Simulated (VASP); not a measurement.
# Quasi-harmonic expansion of Cu (Copper) (Fm-3m), part 3 of 6

Wanted: volume, bulk modulus and heat capacity of Cu (Copper) against temperature. The start is a cell from a database of measured crystal structures.

VASP 6.6.1; PBEsol; plane waves and PAW (Cu).

So far. Step 3 (Second relaxation): Little changed from the start: no atom moved by 0.005 Å and no cell edge by 0.1 %. Step 4 (Static energy at fixed volume, volume scale 1): Little changed from the start: no atom moved by 0.005 Å and no cell edge by 0.1 %.

**5. Force constants in the supercell, volume scale 1 (continued)**

OUTCAR, selected parts (step 5):

```text
   k-points           NKPTS =      8   k-points in BZ     NKDIM =      8   number of bands    NBANDS=    422

   ENCUT  =  400.0 eV  29.40 Ry    5.42 a.u.  16.44 16.44 16.44*2*pi/ulx,y,z

   NELECT =     704.0000    total number of electrons

 E-fermi :   7.8954

 k-point     1 :       0.0000    0.0000    0.0000
  band No.  band energies     occupation
    ...
    347       7.6482      2.04170
    348       7.6484      2.04185
    349       7.6492      2.04230
    350       7.6492      2.04230
    351       7.6493      2.04237
    352       8.8960     -0.00000
    353       8.8975     -0.00000
    354       8.8975     -0.00000
    355       8.8997     -0.00000
    356       8.9002     -0.00000
    ...

 POSITION                                       TOTAL-FORCE (eV/Angst)
 -----------------------------------------------------------------------------------
     -0.01500      0.00000      0.00000         0.115433     -0.000000      0.000000
      1.78201      1.78201      0.00000        -0.014141     -0.015743      0.000000
      3.56403      3.56403      0.00000        -0.000107     -0.000312      0.000000
      5.34604      5.34604      0.00000        -0.014821     -0.016690      0.000000
      1.78201      0.00000      1.78201        -0.014141     -0.000000     -0.015743
      3.56403      1.78201      1.78201        -0.000552     -0.000270     -0.000270
      5.34604      3.56403      1.78201        -0.000182     -0.000293      0.000169
      7.12805      5.34604      1.78201         0.001734      0.000043     -0.000043
      3.56403      0.00000      3.56403        -0.000107     -0.000000     -0.000312
      5.34604      1.78201      3.56403        -0.000182      0.000169     -0.000293
      7.12805      3.56403      3.56403         0.000090     -0.000000      0.000000
      8.91006      5.34604      3.56403        -0.000177      0.000170     -0.000254
      5.34604      0.00000      5.34604        -0.014821     -0.000000     -0.016690
      7.12805      1.78201      5.34604         0.001734     -0.000043      0.000043
      8.91006      3.56403      5.34604        -0.000177     -0.000254      0.000170
     10.69208      5.34604      5.34604        -0.000580     -0.000276     -0.000276
      0.00000      1.78201      1.78201         0.001734     -0.000043     -0.000043
      1.78201      3.56403      1.78201        -0.000177     -0.000254     -0.000170
      3.56403      5.34604      1.78201        -0.000580     -0.000276      0.000276
      5.34604      7.12805      1.78201        -0.014821     -0.000000      0.016690
      1.78201      1.78201      3.56403        -0.000177     -0.000170     -0.000254
      3.56403      3.56403      3.56403         0.000242     -0.000000      0.000000
      5.34604      5.34604      3.56403        -0.000182     -0.000169      0.000293
      7.12805      7.12805      3.56403         0.000351     -0.000000      0.000019
[...]
-----------------------------------------------------------------------------------
    total drift:                                0.000117      0.000000      0.000000

  FREE ENERGIE OF THE ION-ELECTRON SYSTEM (eV)
  ---------------------------------------------------
  free  energy   TOTEN  =      -275.8045562952 eV

  energy  without entropy=     -275.8071855149  energy(sigma->0) =     -275.80543270

 Eigenvectors and eigenvalues of the dynamical matrix
 ----------------------------------------------------

   1 f  =    7.906357 THz    49.677106 2PiTHz  263.727681 cm-1    32.698050 meV
             X         Y         Z           dx          dy          dz
      0.000000  0.000000  0.000000     0.132534   -0.004423   -0.027117
      1.782013  1.782013  0.000000     0.004423   -0.132534    0.050132
      3.564025  3.564025  0.000000     0.132534   -0.004423   -0.027117
      5.346038  5.346038  0.000000     0.004423   -0.132534    0.050132
      1.782013  0.000000  1.782013     0.027117    0.050132   -0.132534
      3.564025  1.782013  1.782013    -0.050132   -0.027117   -0.004423
      5.346038  3.564025  1.782013     0.027117    0.050132   -0.132534
      7.128051  5.346038  1.782013    -0.050132   -0.027117   -0.004423
      3.564025  0.000000  3.564025     0.132534   -0.004423   -0.027117
      5.346038  1.782013  3.564025     0.004423   -0.132534    0.050132
      7.128051  3.564025  3.564025     0.132534   -0.004423   -0.027117
      8.910064  5.346038  3.564025     0.004423   -0.132534    0.050132
      5.346038  0.000000  5.346038     0.027117    0.050132   -0.132534
      7.128051  1.782013  5.346038    -0.050132   -0.027117   -0.004423
      8.910064  3.564025  5.346038     0.027117    0.050132   -0.132534
     10.692076  5.346038  5.346038    -0.050132   -0.027117   -0.004423
      0.000000  1.782013  1.782013     0.050132    0.027117    0.004423
      1.782013  3.564025  1.782013    -0.027117   -0.050132    0.132534
      3.564025  5.346038  1.782013     0.050132    0.027117    0.004423
      5.346038  7.128051  1.782013    -0.027117   -0.050132    0.132534
      1.782013  1.782013  3.564025    -0.004423    0.132534   -0.050132
      3.564025  3.564025  3.564025    -0.132534    0.004423    0.027117
      5.346038  5.346038  3.564025    -0.004423    0.132534   -0.050132
      7.128051  7.128051  3.564025    -0.132534    0.004423    0.027117
[...]
8.910064  8.910064 10.692076    -0.004423    0.132534   -0.050132
     10.692076 10.692076 10.692076    -0.132534    0.004423    0.027117

   2 f  =    7.906357 THz    49.677106 2PiTHz  263.727681 cm-1    32.698050 meV
             X         Y         Z           dx          dy          dz
      0.000000  0.000000  0.000000    -0.023716    0.001784   -0.141695
      1.782013  1.782013  0.000000    -0.001784    0.023716   -0.013789
      3.564025  3.564025  0.000000    -0.023716    0.001784   -0.141695
      5.346038  5.346038  0.000000    -0.001784    0.023716   -0.013789
      1.782013  0.000000  1.782013     0.141695   -0.013789    0.023716
      3.564025  1.782013  1.782013     0.013789   -0.141695    0.001784
      5.346038  3.564025  1.782013     0.141695   -0.013789    0.023716
      7.128051  5.346038  1.782013     0.013789   -0.141695    0.001784
      3.564025  0.000000  3.564025    -0.023716    0.001784   -0.141695
      5.346038  1.782013  3.564025    -0.001784    0.023716   -0.013789
      7.128051  3.564025  3.564025    -0.023716    0.001784   -0.141695
      8.910064  5.346038  3.564025    -0.001784    0.023716   -0.013789
      5.346038  0.000000  5.346038     0.141695   -0.013789    0.023716
      7.128051  1.782013  5.346038     0.013789   -0.141695    0.001784
      8.910064  3.564025  5.346038     0.141695   -0.013789    0.023716
     10.692076  5.346038  5.346038     0.013789   -0.141695    0.001784
      0.000000  1.782013  1.782013    -0.013789    0.141695   -0.001784
      1.782013  3.564025  1.782013    -0.141695    0.013789   -0.023716
      3.564025  5.346038  1.782013    -0.013789    0.141695   -0.001784
      5.346038  7.128051  1.782013    -0.141695    0.013789   -0.023716
      1.782013  1.782013  3.564025     0.001784   -0.023716    0.013789
      3.564025  3.564025  3.564025     0.023716   -0.001784    0.141695
      5.346038  5.346038  3.564025     0.001784   -0.023716    0.013789
      7.128051  7.128051  3.564025     0.023716   -0.001784    0.141695
[...]
8.910064  8.910064 10.692076    -0.003761    0.002300   -0.124922
     10.692076 10.692076 10.692076    -0.003761    0.002300   -0.124922

 ELASTIC MODULI CONTR FROM IONIC RELAXATION (kBar)
 Direction    XX          YY          ZZ          XY          YZ          ZX
 --------------------------------------------------------------------------------
 XX           0.0000      0.0000      0.0000      0.0000      0.0000      0.0000
 YY           0.0000      0.0000      0.0000      0.0000      0.0000      0.0000
 ZZ           0.0000      0.0000      0.0000      0.0000      0.0000      0.0000
 XY           0.0000      0.0000      0.0000      0.0000      0.0000      0.0000
 YZ           0.0000      0.0000      0.0000      0.0000      0.0000      0.0000
 ZX           0.0000      0.0000      0.0000      0.0000      0.0000      0.0000
 --------------------------------------------------------------------------------

[... 1 part as in an earlier step ...]

[... 13 further parts left out ...]
```

The last energy, forces, stress and levels in OUTCAR belong to the last displaced cell, not to the cell of POSCAR.

This step gave:

| Item | Value |
| --- | --- |
| electrons | 704 |
| bands | 422 |
| irreducible k-points | 8 |
| lowest frequency | 5.989 cm⁻¹ |
| highest frequency | 263.6 cm⁻¹ |
| zero point energy | 32.39 meV/atom |
| free energy 300 | -15.57 meV/atom |

Table of vibrational free energy by temperature:

temperature (K), vibrational free energy (meV/atom) and a bar from the least value:
```
        0         32 ##############################
       40         32 ##############################
       80         31 ##############################
      120         27 ##############################
      160         21 #############################
      200         13 #############################
      240          2 ############################
      280         -9 ############################
      360        -37 ##########################
      400        -52 #########################
      440        -68 #########################
      480        -86 ########################
      520       -104 #######################
      560       -123 ######################
      600       -142 #####################
      640       -163 ####################
      680       -184 ##################
      720       -205 #################
      760       -227 ################
      800       -250 ###############
      840       -273 ##############
      880       -297 ############
      960       -346 ##########
     1000       -371 ########
     1040       -396 #######
     1080       -422 ######
     1120       -448 ####
     1160       -475 ###
     1200       -501 #
     1240       -529
```

**6. Static energy at fixed volume, volume scale 1.02**

System of this step: Cu (Copper). The structure is cubic, space group Fm-3m (No. 225). Conventional cell: a = 3.588 Å, b = 3.588 Å, c = 3.588 Å, α = 90.00°, β = 90.00°, γ = 90.00°. Cu has 12 Cu at 2.54 Å nearest.

INCAR reads:

```
SYSTEM = Cu
PREC = Accurate
ENCUT = 400
EDIFF = 1E-08
NELM = 100
ISMEAR = 1
SIGMA = 0.15
LREAL = .FALSE.
ALGO = Normal
GGA = PS
NBANDS = 11
LASPH = .TRUE.
LORBIT = 11
LWAVE = .FALSE.
LCHARG = .FALSE.
KPAR = 16
IBRION = 2
NSW = 30
ISIF = 4
EDIFFG = -0.002
```

POSCAR reads:

```
Cu
1.0
    0.0000000000      1.7938144835      1.7938144835
    1.7938144835      0.0000000000      1.7938144835
    1.7938144835      1.7938144835      0.0000000000
Cu
1
Direct
    0.0000000000      0.0000000000      0.0000000000
```

KPOINTS reads:

```
Automatic mesh
0
Gamma
16 16 16
0 0 0
```

PAW data sets: Cu (PBE family, release 64).

Run with:

```sh
mpirun -np 16 vasp_std
```

Output:

```text
[... set-up lines as in an earlier step ...]
 entering main loop
       N       E                     dE             d eps       ncg     rms          rms(c)
DAV:   1     0.344005641619E+02    0.34401E+02   -0.46460E+03  3537   0.139E+03
DAV:   2    -0.460492304308E+01   -0.39005E+02   -0.36298E+02  3253   0.182E+02
DAV:   3    -0.539113061660E+01   -0.78621E+00   -0.78325E+00  3643   0.330E+01
DAV:   4    -0.539590773042E+01   -0.47771E-02   -0.47766E-02  3586   0.219E+00
[...]
DAV:  12    -0.430782126419E+01    0.12376E-07   -0.12454E-08  2438   0.197E-03    0.784E-05
DAV:  13    -0.430782129397E+01   -0.29784E-07   -0.14967E-09  1985   0.465E-04    0.678E-06
DAV:  14    -0.430782129628E+01   -0.23072E-08   -0.18984E-10  1796   0.188E-04
   1 F= -.43078213E+01 E0= -.43078270E+01  d E =-.430782E+01
[...]
reached required accuracy - stopping structural energy minimisation
```

Wall time 2 s (16 MPI ranks of AMD EPYC 9R45, shared host); peak memory 1.6 GiB.

From OUTCAR (step 6):

```text
  Total       -0.2318679     -0.2318679     -0.2318679     -0.0000000     -0.0000000      0.0000000
  in kB      -32.1801910    -32.1801910    -32.1801910     -0.0000000     -0.0000000      0.0000000
  external PRESSURE =     -32.1801910 kB  Pullay stress =       0.0000000 kB

 POSITION                                       TOTAL-FORCE (eV/Angst)
 -----------------------------------------------------------------------------------
      0.00000      0.00000      0.00000        -0.000000     -0.000000     -0.000000
 -----------------------------------------------------------------------------------
    total drift:                                0.000000     -0.000000      0.000000

  FREE ENERGIE OF THE ION-ELECTRON SYSTEM (eV)
  ---------------------------------------------------
  free  energy   TOTEN  =        -4.3078212963 eV

  energy  without entropy=       -4.3078382986  energy(sigma->0) =       -4.30782696

[... 2 parts as in an earlier step ...]

[... 2 further parts left out ...]
[key lines of the parts left out:]
E-fermi :   7.6366
```

Little changed from the start: no atom moved by 0.005 Å and no cell edge by 0.1 %.

**7. Force constants in the supercell, volume scale 1.02**

System of this step: Cu (Copper). The cell holds 64 atoms: 64 Cu. Its edges and angles: a = 10.147 Å, b = 10.147 Å, c = 10.147 Å, α = 60.0°, β = 60.0°, γ = 60.0°. It derives from Cu (Copper), repeated 4×4×4.

INCAR reads:

```
SYSTEM = Cu
PREC = Accurate
ENCUT = 400
EDIFF = 1E-07
NELM = 100
ISMEAR = 1
SIGMA = 0.15
LREAL = Auto
ALGO = Normal
GGA = PS
LASPH = .TRUE.
LWAVE = .FALSE.
LCHARG = .FALSE.
KPAR = 16
IBRION = 6
NSW = 1
NFREE = 2
POTIM = 0.015
ISIF = 0
ADDGRID = .TRUE.
```

POSCAR reads:

```
Cu
1.0
    0.0000000000      7.1752579340      7.1752579340
    7.1752579340      0.0000000000      7.1752579340
    7.1752579340      7.1752579340      0.0000000000
Cu
64
Direct
    0.0000000000      0.0000000000      0.0000000000
    0.0000000000      0.0000000000      0.2500000000
    0.0000000000      0.0000000000      0.5000000000
    0.0000000000      0.0000000000      0.7500000000
    0.0000000000      0.2500000000      0.0000000000
    0.0000000000      0.2500000000      0.2500000000
    0.0000000000      0.2500000000      0.5000000000
    0.0000000000      0.2500000000      0.7500000000
    0.0000000000      0.5000000000      0.0000000000
    0.0000000000      0.5000000000      0.2500000000
    0.0000000000      0.5000000000      0.5000000000
    0.0000000000      0.5000000000      0.7500000000
    0.0000000000      0.7500000000      0.0000000000
    0.0000000000      0.7500000000      0.2500000000
    0.0000000000      0.7500000000      0.5000000000
    0.0000000000      0.7500000000      0.7500000000
    0.2500000000      0.0000000000      0.0000000000
    0.2500000000      0.0000000000      0.2500000000
    0.2500000000      0.0000000000      0.5000000000
    0.2500000000      0.0000000000      0.7500000000
    0.2500000000      0.2500000000      0.0000000000
    0.2500000000      0.2500000000      0.2500000000
    0.2500000000      0.2500000000      0.5000000000
    0.2500000000      0.2500000000      0.7500000000
    0.2500000000      0.5000000000      0.0000000000
    0.2500000000      0.5000000000      0.2500000000
    0.2500000000      0.5000000000      0.5000000000
    0.2500000000      0.5000000000      0.7500000000
    0.2500000000      0.7500000000      0.0000000000
    0.2500000000      0.7500000000      0.2500000000
    0.2500000000      0.7500000000      0.5000000000
    0.2500000000      0.7500000000      0.7500000000
    0.5000000000      0.0000000000      0.0000000000
    0.5000000000      0.0000000000      0.2500000000
    0.5000000000      0.0000000000      0.5000000000
    0.5000000000      0.0000000000      0.7500000000
    0.5000000000      0.2500000000      0.0000000000
    0.5000000000      0.2500000000      0.2500000000
    0.5000000000      0.2500000000      0.5000000000
    0.5000000000      0.2500000000      0.7500000000
    0.5000000000      0.5000000000      0.0000000000
    0.5000000000      0.5000000000      0.2500000000
    0.5000000000      0.5000000000      0.5000000000
    0.5000000000      0.5000000000      0.7500000000
    0.5000000000      0.7500000000      0.0000000000
    0.5000000000      0.7500000000      0.2500000000
    0.5000000000      0.7500000000      0.5000000000
    0.5000000000      0.7500000000      0.7500000000
    0.7500000000      0.0000000000      0.0000000000
    0.7500000000      0.0000000000      0.2500000000
    0.7500000000      0.0000000000      0.5000000000
    0.7500000000      0.0000000000      0.7500000000
    0.7500000000      0.2500000000      0.0000000000
    0.7500000000      0.2500000000      0.2500000000
    0.7500000000      0.2500000000      0.5000000000
    0.7500000000      0.2500000000      0.7500000000
    0.7500000000      0.5000000000      0.0000000000
    0.7500000000      0.5000000000      0.2500000000
    0.7500000000      0.5000000000      0.5000000000
    0.7500000000      0.5000000000      0.7500000000
    0.7500000000      0.7500000000      0.0000000000
    0.7500000000      0.7500000000      0.2500000000
    0.7500000000      0.7500000000      0.5000000000
    0.7500000000      0.7500000000      0.7500000000
```

KPOINTS reads:

```
Automatic mesh
0
Gamma
4 4 4
0 0 0
```

Run with:

```sh
mpirun -np 16 vasp_std
```

Output:

```text
[... set-up lines as in an earlier step ...]
 entering main loop
       N       E                     dE             d eps       ncg     rms          rms(c)
DAV:   1     0.746982113876E+04    0.74698E+04   -0.22525E+05  6752   0.248E+03
DAV:   2     0.118844659203E+04   -0.62814E+04   -0.60761E+04  6752   0.595E+02
DAV:   3    -0.209539118844E+03   -0.13980E+04   -0.13027E+04  6752   0.289E+02
DAV:   4    -0.341732869833E+03   -0.13219E+03   -0.12250E+03  7096   0.118E+02
[...]
DAV:  14    -0.275738256779E+03    0.63710E-06   -0.21684E-07  5152   0.150E-03    0.114E-03
DAV:  15    -0.275738256412E+03    0.36732E-06   -0.86398E-08  3680   0.152E-03    0.643E-05
DAV:  16    -0.275738256380E+03    0.31650E-07   -0.15401E-08  3648   0.325E-04
   1 F= -.27573826E+03 E0= -.27573862E+03  d E =0.108667E-02
 Found     1 degrees of freedom:
 Finite differences POTIM= 0.01500 DOF=   1
[...]
N       E                     dE             d eps       ncg     rms          rms(c)
DAV:   1    -0.275735522845E+03    0.27336E-02   -0.12730E+00 11232   0.180E+00    0.723E-02
[...]
DAV:   9    -0.275737466333E+03    0.87224E-07   -0.10280E-06 14304   0.791E-03    0.117E-03
DAV:  10    -0.275737466288E+03    0.45155E-07   -0.11985E-07  6412   0.415E-03
   2 F= -.27573747E+03 E0= -.27573783E+03  d E =0.108649E-02
 Finite differences progress:
  Degree of freedom:   1/  1
  Displacement:        1/  2
  Total:               1/  2
[...]
N       E                     dE             d eps       ncg     rms          rms(c)
DAV:   1    -0.275730316951E+03    0.71494E-02   -0.44363E+00 11220   0.331E+00    0.150E-01
DAV:   2    -0.275738061951E+03   -0.77450E-02   -0.81476E-02 16680   0.101E+00    0.199E-01
DAV:   3    -0.275737886618E+03    0.17533E-03   -0.32980E-03 11682   0.541E-01    0.128E-01
DAV:   4    -0.275737716744E+03    0.16987E-03   -0.56561E-04 12248   0.152E-01    0.102E-01
[...]
DAV:   9    -0.275737466404E+03    0.57733E-06   -0.47012E-06 19120   0.160E-02    0.228E-03
DAV:  10    -0.275737466295E+03    0.10907E-06   -0.55382E-07 11594   0.782E-03    0.127E-03
DAV:  11    -0.275737466279E+03    0.16109E-07   -0.35216E-07  9486   0.652E-03
   3 F= -.27573747E+03 E0= -.27573783E+03  d E =0.108658E-02
 Finite differences progress:
  Degree of freedom:   1/  1
  Displacement:        2/  2
  Total:               2/  2
```

The job ended after 20 min (16 MPI ranks; peak memory 51 GiB).

Parts of OUTCAR (step 7):

```text
 POSITION                                       TOTAL-FORCE (eV/Angst)
 -----------------------------------------------------------------------------------
     -0.01500      0.00000      0.00000         0.105549      0.000000     -0.000000
      1.79381      1.79381      0.00000        -0.012849     -0.014209     -0.000000
      3.58763      3.58763      0.00000        -0.000063     -0.000241     -0.000000
      5.38144      5.38144      0.00000        -0.013492     -0.015092     -0.000000
      1.79381      0.00000      1.79381        -0.012849      0.000000     -0.014209
      3.58763      1.79381      1.79381        -0.000533     -0.000274     -0.000274
      5.38144      3.58763      1.79381        -0.000182     -0.000300      0.000169
      7.17526      5.38144      1.79381         0.001471      0.000034     -0.000034
      3.58763      0.00000      3.58763        -0.000063      0.000000     -0.000241
      5.38144      1.79381      3.58763        -0.000182      0.000169     -0.000300
      7.17526      3.58763      3.58763         0.000065     -0.000000     -0.000000
      8.96907      5.38144      3.58763        -0.000173      0.000167     -0.000258
      5.38144      0.00000      5.38144        -0.013492      0.000000     -0.015092
      7.17526      1.79381      5.38144         0.001471     -0.000034      0.000034
[...]
-----------------------------------------------------------------------------------
    total drift:                               -0.000325      0.000000      0.000000

  FREE ENERGIE OF THE ION-ELECTRON SYSTEM (eV)
  ---------------------------------------------------
  free  energy   TOTEN  =      -275.7374662787 eV

  energy  without entropy=     -275.7385528565  energy(sigma->0) =     -275.73782847

[... 1 part as in an earlier step ...]

[... 2 further parts left out ...]
[key lines of the parts left out:]
E-fermi :   7.6365
```

(Continued in part 4 of 6.)

[Lines on the potential files, build, host, timing and source positions are cut from VASP's logs without a mark.]

[Logs are printed without paths, hosts, clocks, repeated set-up lines and the standing remarks that a program may print on its own settings, such as how far it seeks lower states.]

[Hosts, paths, dates, database ids (printed as entryN), source tags and the programs' standing remarks are cut or masked in the printed files.]

[In band tables of VASP the shares of atoms and orbitals are scaled to a sum of 1 inside the atoms' spheres.]
